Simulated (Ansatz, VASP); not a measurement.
## Cu2Mo in VASP and in Ansatz

```
Cu Mo
1.0
     0.00000    2.81572    2.81572
     2.81572    0.00000    2.81572
     2.81572    2.81572    0.00000
Cu Mo
2 1
Direct
  0.75000 0.75000 0.75000
  0.00000 0.00000 0.00000
  0.25000 0.25000 0.25000
```

Alike in both runs: functional PBE; k mesh 14 × 14 × 14; occupations gaussian, width 0.1 eV; no spin polarisation.

Ansatz relaxed the structure, and its values are those at the end. VASP's run is a single point on that final structure, the one shown.

|  | VASP | Ansatz |
| --- | --- | --- |
| version | VASP 6.6.1 | Ansatz 0.2.0 |
| potentials or method | VASP PAW PBE potentials, release 64 (Cu, Mo_sv) | scalar-relativistic, plane waves, PAW |
| plane-wave cutoff (eV) | 520 | 420 |
| valence electrons in the cell | 36 | 52 |

```tsv
	VASP	Ansatz	Ansatz less VASP
gap on the k mesh at the Fermi level (eV)	none	none	-
pressure (GPa)	0.4	0.0	-0.44
```

A gap of «none» marks a metal or a gap that the smearing closes. The two sets of potentials don't hold the same shells in valence.
